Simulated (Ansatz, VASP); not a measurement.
# Al2H2Cl: VASP beside Ansatz

```
CELL_PARAMETERS angstrom
3.22159 0.00000 0.00000
-1.61079 2.78998 0.00000
0.00000 0.00000 8.14204
ATOMIC_POSITIONS crystal
Al 0.00000 0.00000 0.43873
Al 0.00000 0.00000 0.75363
H 0.00000 0.00000 0.94985
H 0.33333 0.66667 0.73948
Cl 0.33333 0.66667 0.23813
```

Alike in both runs: functional PBE; dispersion D3(BJ); k mesh 12 × 12 × 6; occupations gaussian, width 0.1 eV; no spin polarisation.

Ansatz relaxed the structure, and its values are those at the end. VASP's run is a single point on that final structure, the one shown.

|  | VASP | Ansatz |
| --- | --- | --- |
| version | VASP 6.6.1 | Ansatz 0.2.0 |
| potentials or method | VASP PAW PBE potentials, release 64 (Al, H, Cl) | scalar-relativistic, plane waves, PAW |
| plane-wave cutoff (eV) | 520 | 420 |
| valence electrons in the cell | 15 | 15 |

Ansatz gave:

| Item | Value |
| --- | --- |
| gap on the k mesh at the Fermi level (eV) | none |
| pressure (GPa) | 0.0 |

Q: Estimate VASP's values.

A: gap on the k mesh at the Fermi level (eV): none; pressure (GPa): -0.1.

A gap of «none» marks a metal or a gap that the smearing closes.

Caveats: an odd number of electrons without spin polarisation forces a metal; a magnetic or distorted state may lie lower; pairwise dispersion overbinds metals, which lowers pressure and volume.
